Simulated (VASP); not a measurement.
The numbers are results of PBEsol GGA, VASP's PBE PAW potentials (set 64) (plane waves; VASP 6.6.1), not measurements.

Input for VASP

**POSCAR**
```
Hf
5.0165270
  0.3162339591  -0.5477332769   0.0000000000
  0.3162339591   0.5477332769   0.0000000000
  0.0000000000   0.0000000000   0.9999999936
Hf
2
Cartesian
  0.3162339591   0.1825781241   0.2499999984
  0.3162339591  -0.1825781241   0.7499999952
```

**INCAR**
```
SYSTEM=Hf
PREC=Accurate; ENCUT=480; LREAL=F
LASPH=T
EDIFF=1E-7; NELM=100; ALGO=Normal
LMAXMIX=6
ISMEAR=1; SIGMA=0.1
GGA=PS
ISIF=2
LWAVE=F; LCHARG=F
```

### KPOINTS
```
Automatic mesh
0
Gamma
12 12 8
0 0 0
```

POTCAR, in this order: Hf_pv (PBE.64 set). Program: vasp_std.

The run wrote:

OUTCAR:
```
 ion  position               nearest neighbor table
   1  0.333  0.667  0.250-   2 3.11   2 3.11   2 3.11   2 3.11   2 3.11   2 3.11
   2  0.667  0.333  0.750-   1 3.11   1 3.11   1 3.11   1 3.11   1 3.11   1 3.11
  LATTYP: Found a hexagonal cell.
 ALAT       =     3.1727923562
 C/A-ratio  =     1.5811078711
 Subroutine PRICEL returns:
 Original cell was already a primitive cell.
 Subroutine GETGRP returns: Found 24 space group operations
The static configuration has the point symmetry D_3d.
 The point group associated with its full space group is D_6h.
The dynamic configuration has the point symmetry D_3d.
 Subroutine INISYM returns: Found 24 space group operations
 Subroutine IBZKPT returns following result:
 Found     95 irreducible k-points:

 Following reciprocal coordinates:
            Coordinates               Weight
  0.000000  0.000000  0.000000      1.000000
  0.083333  0.000000  0.000000      6.000000
  0.166667 -0.000000  0.000000      6.000000
  0.250000  0.000000  0.000000      6.000000
  0.333333  0.000000  0.000000      6.000000
  0.416667 -0.000000  0.000000      6.000000
  0.500000  0.000000  0.000000      3.000000
  0.083333  0.083333  0.000000      6.000000
  0.166667  0.083333  0.000000     12.000000
  0.250000  0.083333  0.000000     12.000000
  0.333333  0.083333  0.000000     12.000000
  0.416667  0.083333  0.000000     12.000000
  0.166667  0.166667  0.000000      6.000000
  0.250000  0.166667  0.000000     12.000000
  0.333333  0.166667  0.000000     12.000000
  0.416667  0.166667  0.000000      6.000000
  0.250000  0.250000  0.000000      6.000000
  0.333333  0.250000  0.000000     12.000000
  0.333333  0.333333  0.000000      2.000000
  0.000000  0.000000  0.125000      2.000000
  0.083333  0.000000  0.125000     12.000000
  0.166667 -0.000000  0.125000     12.000000
...
```

File OSZICAR:
```
       N       E                     dE             d eps       ncg     rms          rms(c)
DAV:   1     0.442273444748E+02    0.44227E+02   -0.11282E+04  2676   0.128E+03
DAV:   2    -0.198665592465E+02   -0.64094E+02   -0.63031E+02  3320   0.260E+02
DAV:   3    -0.217549764483E+02   -0.18884E+01   -0.18423E+01  3638   0.299E+01
DAV:   4    -0.217718683993E+02   -0.16892E-01   -0.16886E-01  3020   0.351E+00
DAV:   5    -0.217721152558E+02   -0.24686E-03   -0.24682E-03  3642   0.348E-01    0.669E+01
DAV:   6    -0.212086191854E+02    0.56350E+00   -0.52155E-01  2816   0.543E+00    0.393E+01
DAV:   7    -0.210105282903E+02    0.19809E+00   -0.84080E-01  2840   0.662E+00    0.199E+00
DAV:   8    -0.210010010421E+02    0.95272E-02   -0.53442E-02  2948   0.178E+00    0.233E-01
DAV:   9    -0.210011085414E+02   -0.10750E-03   -0.11618E-03  3662   0.268E-01    0.207E-01
DAV:  10    -0.210011007531E+02    0.77883E-05   -0.43911E-05  3070   0.544E-02    0.241E-01
DAV:  11    -0.210011012218E+02   -0.46877E-06   -0.51394E-06  3568   0.181E-02    0.199E-02
DAV:  12    -0.210011015258E+02   -0.30393E-06   -0.61744E-07  3094   0.624E-03    0.109E-02
DAV:  13    -0.210011013897E+02    0.13606E-06   -0.29302E-08  2020   0.146E-03    0.330E-03
DAV:  14    -0.210011013407E+02    0.48999E-07   -0.61384E-09  1834   0.734E-04
   1 F= -.21001101E+02 E0= -.21000954E+02  d E =-.442093E-03
```

### OUTCAR
```
------------------------ aborting loop because EDIFF is reached ----------------------------------------
  FORCE on cell =-STRESS in cart. coord.  units (eV):
  Direction    XX          YY          ZZ          XY          YZ          ZX
  --------------------------------------------------------------------------------------
  Total       -0.4945048     -0.4945048     -0.4350068      0.0000000      0.0000000      0.0000000
  in kB      -18.1160714    -18.1160709    -15.9363738      0.0000000      0.0000000      0.0000000
  external PRESSURE =     -17.3895053 kB  Pullay stress =       0.0000000 kB
  volume of cell :       43.73
      direct lattice vectors                 reciprocal lattice vectors
     1.586396194 -2.747718772  0.000000000     0.315179778 -0.181969132  0.000000000
     1.586396194  2.747718772  0.000000000     0.315179778  0.181969132  0.000000000
     0.000000000  0.000000000  5.016526968     0.000000000  0.000000000  0.199341099
 POSITION                                       TOTAL-FORCE (eV/Angst)
 -----------------------------------------------------------------------------------
      1.58640      0.91591      1.25413         0.000000     -0.000000      0.000000
      1.58640     -0.91591      3.76240        -0.000000      0.000000      0.000000
 -----------------------------------------------------------------------------------
    total drift:                                0.000005      0.000179     -0.000016
  FREE ENERGIE OF THE ION-ELECTRON SYSTEM (eV)
  ---------------------------------------------------
  free  energy   TOTEN  =       -21.0011013407 eV

  energy  without entropy=      -21.0006592476  energy(sigma->0) =      -21.00095398
```
(Selected blocks of OUTCAR.)

File OUTCAR:
```
 val. band max:        4.8993654076   @ k =   0.1667  -0.0000   0.1250

 cond. band min:       4.9647849946   @ k =   0.3333   0.2500   0.3750


 Fermi energy:         4.9524109631

 k-point     1 :       0.0000    0.0000    0.0000
  band No.  band energies     occupation
      1     -26.0972      2.00000
      2     -25.2936      2.00000
      3     -25.2936      2.00000
      4     -25.1547      2.00000
      5     -25.1547      2.00000
      6     -25.1533      2.00000
      7      -2.5483      2.00000
      8       1.1298      2.00000
      9       5.6762     -0.00000
     10       6.0862     -0.00000
     11       6.0862     -0.00000
     12       6.3826     -0.00000
     13       6.9332     -0.00000
     14       6.9332     -0.00000

 k-point     2 :       0.0833    0.0000    0.0000
  band No.  band energies     occupation
      1     -26.0776      2.00000
      2     -25.3351      2.00000
      3     -25.3075      2.00000
      4     -25.1987      2.00000
      5     -25.1623      2.00000
      6     -25.1602      2.00000
      7      -2.3323      2.00000
      8       1.3426      2.00000
      9       5.3786     -0.00000
     10       5.5744     -0.00000
     11       6.2900     -0.00000
     12       6.6724     -0.00000
     13       6.8033     -0.00000
     14       7.1266      0.00000

 k-point     3 :       0.1667   -0.0000    0.0000
  band No.  band energies     occupation
      1     -26.0217      2.00000
      2     -25.4490      2.00000
      3     -25.3444      2.00000
      4     -25.3156      2.00000
      5     -25.1894      2.00000
      6     -25.1763      2.00000
      7      -1.7172      2.00000
      8       1.9076      2.00000
      9       4.6662      2.00040
     10       4.8641      2.01684
     11       6.1509     -0.00000
     12       6.8449     -0.00000
     13       6.8901     -0.00000
     14       6.9200     -0.00000

 k-point     4 :       0.2500    0.0000    0.0000
  band No.  band energies     occupation
...
```

Unless said otherwise, spin-orbit coupling is left out, though it shifts the bands of the heavy elements here.

The compound is Hf in the hcp structure. This cell was strained or had an atom moved on purpose.
